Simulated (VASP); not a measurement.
Consider the following.

```
CELL_PARAMETERS angstrom
      0.00000     3.04224     3.04224
      3.04224     0.00000     3.04224
      3.04224     3.04224     0.00000
ATOMIC_POSITIONS crystal
  Pb 0.00000 0.00000 0.00000
  S  0.50000 0.50000 0.50000
```

All values below come from PBE GGA with D3 dispersion (zero damping), VASP's PBE PAW potentials (set 64) (plane waves; VASP). Settings: 520 eV cut-off, 8×8×8 Γ-centred mesh, Gaussian smearing of 0.050 eV, potentials Pb_d S.

Unless said otherwise, spin-orbit coupling is left out, though it shifts the bands of the heavy elements here.

Q: Estimate the energy per atom (σ→0), pressure, band gap (on the k-mesh) with the smallest direct gap where there is one.

A: 
```yaml
band gap (on the k-mesh): 0.61 eV
smallest direct gap (on the k-mesh): 0.61 eV
energy per atom (σ→0): -441.3 kJ/mol-atom
pressure: -2.61 GPa
```

Total energies compare only between runs with the same potentials, cut-off and functional.

The compound is PbS in the rock salt structure. This cell is one point of a volume scan, at 1.06 of the reference volume.
